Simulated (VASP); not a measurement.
# LiH12ClO6 in VASP: notebook, part 2 of 3

VASP 6.6.1.

## Step 3: Single point, PBE+D3(BJ)

INCAR reads:

```
SYSTEM = LiH12ClO6
PREC = Accurate
ENCUT = 520
EDIFF = 1E-7
ISMEAR = -1
SIGMA = 0.02
LREAL = Auto
LASPH = .TRUE.
NELM = 60
ALGO = Normal
ISIF = 2
LWAVE = .FALSE.
LCHARG = .FALSE.
GGA = PE
IVDW = 12
NBANDS = 45
```

KPOINTS reads:

```
Automatic mesh
0
G
  1 1 1
  0 0 0
```

POSCAR reads:

```
LiH12ClO6
1.0
    6.2692210000      0.0000000000      0.0000000000
    0.0000000000      6.2692210000      0.0000000000
    0.0000000000      0.0000000000      6.2692210000
O H Li Cl
6 12 1 1
Direct
    0.3706042585      0.7504441142      0.7923950998
    0.5474683378      0.1609131342      0.4213601658
    0.8144233550      1.0005868353      0.7953938775
    0.1315793461      0.6406218572      0.3493735506
    0.8238503635      0.5328572721      0.7045851470
    0.7013790071     -0.1800861702      0.2167095401
    0.3080765537      0.8718946102      0.8694860175
    0.3454017652      0.6245592554      0.8839375737
    0.5092179714      0.1891303561      0.5630843130
    0.5093296280      0.2866544344      0.3293870163
    0.9481082259      1.0350089748      0.7203925336
    0.8482553096      0.9703757452      0.9341192470
    0.2482126567      0.7033090714      0.4305479102
    0.2066604447      0.5544708027      0.2245414542
    0.8439485544      0.4632632986      0.8393865841
    0.9474542371      0.5249456033      0.6292488333
    0.6996084522     -0.0493522241      0.2993035339
    0.8491326115     -0.2549120537      0.1961966247
    0.6811691596      0.7768907812      0.6931802213
    0.2165340798      0.3110274785      1.0199991355
```

Potentials or basis: VASP PAW PBE potentials, release 64 (O, H, Li_sv, Cl).

Started as:

```bash
$ cat potpaw_PBE.64/O/POTCAR potpaw_PBE.64/H/POTCAR potpaw_PBE.64/Li_sv/POTCAR potpaw_PBE.64/Cl/POTCAR > POTCAR
$ mpirun -np 1 vasp_gam > vasp.out
```

OUTCAR:

```text
SYSTEM = LiH12ClO6
   PREC = Accurate
   ENCUT = 520
   EDIFF = 1E-7
   ISMEAR = -1
   LREAL = Auto
   LASPH = .TRUE.
   NELM = 60
   ISIF = 2
   GGA = PE
   IVDW = 12
 IVDW          = 12

 ion  position               nearest neighbor table
   1  0.371  0.750  0.792-   7 0.98   8 0.99  19 2.05
   2  0.547  0.161  0.421-   9 0.94  10 1.01
   3  0.814  0.001  0.795-  12 0.92  11 0.98  19 1.75
   4  0.132  0.641  0.349-  13 0.97  14 1.06
   5  0.824  0.533  0.705-  16 0.91  15 0.96  19 1.77
   6  0.701  0.820  0.217-  17 0.97  18 1.05
   7  0.308  0.872  0.869-   1 0.98
   8  0.345  0.625  0.884-   1 0.99
   9  0.509  0.189  0.563-   2 0.94
  10  0.509  0.287  0.329-   2 1.01
  11  0.948  0.035  0.720-   3 0.98
  12  0.848  0.970  0.934-   3 0.92
  13  0.248  0.703  0.431-   4 0.97
  14  0.207  0.554  0.225-   4 1.06
  15  0.844  0.463  0.839-   5 0.96
  16  0.947  0.525  0.629-   5 0.91
  17  0.700  0.951  0.299-   6 0.97
  18  0.849  0.745  0.196-   6 1.05
  19  0.681  0.777  0.693-   3 1.75   5 1.77   1 2.05
  20  0.217  0.311  0.020-

  LATTYP: Found a simple cubic cell.
 ALAT       =     6.2692210000

  Lattice vectors:

 A1 = (   6.2692210000,   0.0000000000,   0.0000000000)
 A2 = (   0.0000000000,   6.2692210000,   0.0000000000)
 A3 = (   0.0000000000,   0.0000000000,   6.2692210000)

Analysis of symmetry for initial positions (statically):
=====================================================================
 Subroutine PRICEL returns:
 Original cell was already a primitive cell.

 Routine SETGRP: Setting up the symmetry group for a
 simple cubic supercell.

 Subroutine GETGRP returns: Found  1 space group operations
 (whereof  1 operations were pure point group operations)
 out of a pool of 48 trial point group operations.

The static configuration has the point symmetry C_1 .

Analysis of symmetry for dynamics (positions and initial velocities):
=====================================================================
 Subroutine PRICEL returns:
[... 146 lines left out ...]
   GGA     = PE    functional components
   LHFCALC =     F    Hartree Fock is set to
   AEXX    =    0.0000 exact exchange contribution
   IVDW    =    12    specifies the selected vdW correction
   LEPSILON=     F    determine dielectric tensor
   LRPA    =     F    only Hartree local field effects (RPA)
 non-spin polarized calculation
  energy-cutoff  :      520.00
  volume of cell :      246.40
 maximum number of plane-waves:      3310
 NGX is ok and might be reduce to    48
   NGX = 23   NGY = 23   NGZ = 23

 number of electron      58.0000007 magnetization

 Free energy of the ion-electron system (eV)
  ---------------------------------------------------
  ext. energy  EPLUGINS =         0.00000000
  ---------------------------------------------------
  free energy    TOTEN  =       -93.67916035 eV

  energy without entropy =      -93.67916035  energy(sigma->0) =      -93.67916035

 E-fermi :  -2.4174     XC(G=0):  -6.5822

 val. band max:       -2.9501941386   @ k =   0.0000   0.0000   0.0000
 cond. band min:       0.8604632018   @ k =   0.0000   0.0000   0.0000
 fundamental gap:      3.8106573404
 Fermi energy:        -2.4173838405

 k-point     1 :       0.0000    0.0000    0.0000
  band No.  band energies     occupation
      1     -46.0358      2.00000
      2     -23.3134      2.00000
      3     -23.0776      2.00000
      4     -22.3747      2.00000
      5     -22.1294      2.00000
      6     -21.3045      2.00000
[... 33 lines left out ...]
     40       6.9119      0.00000
     41       7.1126      0.00000
 [bands above 41 left out]

------------------------ aborting loop because EDIFF is reached ----------------------------------------

 Edisp (eV)   -0.80340

 E8    (eV) :    -0.1953

  FORCE on cell =-STRESS in cart. coord.  units (eV):
  Direction    XX          YY          ZZ          XY          YZ          ZX
  --------------------------------------------------------------------------------------
  -------------------------------------------------------------------------------------
  Total      -0.93445     0.43188     2.59439     1.52558     0.33078     1.25215
  in kB      -6.07614     2.80825    16.86959     9.91982     2.15081     8.14189
  external pressure =        4.53 kB  Pullay stress =        0.00 kB

 VOLUME and BASIS-vectors are now :
 -----------------------------------------------------------------------------
  energy-cutoff  :      520.00
  volume of cell :      246.40
      direct lattice vectors                 reciprocal lattice vectors
     6.269221000  0.000000000  0.000000000     0.159509451  0.000000000  0.000000000
     0.000000000  6.269221000  0.000000000     0.000000000  0.159509451  0.000000000
     0.000000000  0.000000000  6.269221000     0.000000000  0.000000000  0.159509451

 POSITION                                       TOTAL-FORCE (eV/Angst)
 -----------------------------------------------------------------------------------
      2.32340      4.70470      4.96770         0.114244      0.413700     -0.082176
      3.43220      1.00880      2.64160         0.373862      0.402352     -2.521831
      5.10580      0.00368      4.98650         0.187579      1.488082     -3.670448
      0.82490      4.01620      2.19030         0.786020     -0.830266     -1.279242
      5.16490      3.34060      4.41720        -3.491702      0.144839      1.562919
      4.39710      5.14022      1.35860         1.735552     -2.347884     -1.375044
[... 12 lines left out ...]
      4.27040      4.87050      4.34570        -1.294798     -0.287246     -0.361001
      1.35750      1.94990      0.12538         0.178848      0.112111     -0.339611
 -----------------------------------------------------------------------------------
    total drift:                               -0.006376     -0.003802      0.013073

  FREE ENERGIE OF THE ION-ELECTRON SYSTEM (eV)
  ---------------------------------------------------
  free  energy   TOTEN  =       -94.4825652854 eV

  energy  without entropy=      -94.4825652854  energy(sigma->0) =      -94.48256529
```

OSZICAR:

```text
N       E                     dE             d eps       ncg     rms          rms(c)
DAV:   1     0.500333845359E+03    0.50033E+03   -0.29827E+04    90   0.118E+03
DAV:   2    -0.450186582961E+02   -0.54535E+03   -0.51913E+03   111   0.299E+02
DAV:   3    -0.101028194368E+03   -0.56010E+02   -0.55679E+02   108   0.103E+02
DAV:   4    -0.104355010475E+03   -0.33268E+01   -0.33158E+01   164   0.169E+01
DAV:   5    -0.104414870923E+03   -0.59860E-01   -0.59850E-01   111   0.197E+00    0.193E+01
DAV:   6    -0.939877577404E+02    0.10427E+02   -0.32543E+01   100   0.251E+01    0.747E+00
DAV:   7    -0.937790504236E+02    0.20871E+00   -0.14351E+00   124   0.484E+00    0.481E+00
DAV:   8    -0.936754376464E+02    0.10361E+00   -0.35571E-01   108   0.320E+00    0.675E-01
DAV:   9    -0.936730398083E+02    0.23978E-02   -0.42032E-02   124   0.957E-01    0.277E-01
DAV:  10    -0.936781002672E+02   -0.50605E-02   -0.56140E-03   100   0.346E-01    0.142E-01
DAV:  11    -0.936790134737E+02   -0.91321E-03   -0.85650E-04   116   0.147E-01    0.678E-02
DAV:  12    -0.936791689722E+02   -0.15550E-03   -0.29396E-04   100   0.902E-02    0.170E-02
DAV:  13    -0.936791622022E+02    0.67700E-05   -0.32389E-05   140   0.260E-02    0.965E-03
DAV:  14    -0.936791603818E+02    0.18204E-05   -0.60757E-06   100   0.130E-02    0.306E-03
DAV:  15    -0.936791603534E+02    0.28438E-07   -0.99411E-07   116   0.562E-03
   1 F= -.94482565E+02 E0= -.94482565E+02  d E =-.325646E-11
```

Wall time 47 s (1 thread of Intel Xeon Platinum 8259CL at 2.50GHz (Skylake/Cascade Lake), shared host); peak memory 0.3 GiB.

What came out:

```
Free energy                : -94.4826 eV
Largest force              : 4.324 eV/Å
Band gap on the k mesh     : 3.81 eV, direct
Dispersion energy per atom : -0.040 eV
```

Forces on the atoms (eV/Å):
```
O    0.114  0.414 -0.082
O    0.374  0.402 -2.522
O    0.188  1.488 -3.670
O    0.786 -0.830 -1.279
O   -3.492  0.145  1.563
O    1.736 -2.348 -1.375
H    0.352 -0.208 -0.040
H   -0.181 -0.222 -0.081
H   -0.432  0.748  1.771
H    0.030 -1.170  0.846
H   -0.461  0.164  0.482
H    0.763 -0.482  3.695
H    0.013  0.171  0.049
H   -1.180  0.570  1.539
H    0.420 -0.549  0.524
H    3.653 -0.372 -2.284
H    0.394  0.579  0.288
H   -1.959  1.676  1.277
Li  -1.295 -0.287 -0.361
Cl   0.179  0.112 -0.340
```

Levels at points of the mesh, in eV from the valence-band top:
```tsv
k point	band 27	band 28	band 29	band 30	band 31	band 32
(0.00, 0.00, 0.00)	-0.27	-0.05	0.00	3.81	6.61	7.05
```

Caveat: the cutoff is under 1.25 times the usual one of these potentials, so pressure, stress and relaxed cells hold a basis-set (Pulay) error. As with any semilocal functional, this PBE gap is likely too small.

[end of part 2 of 3]
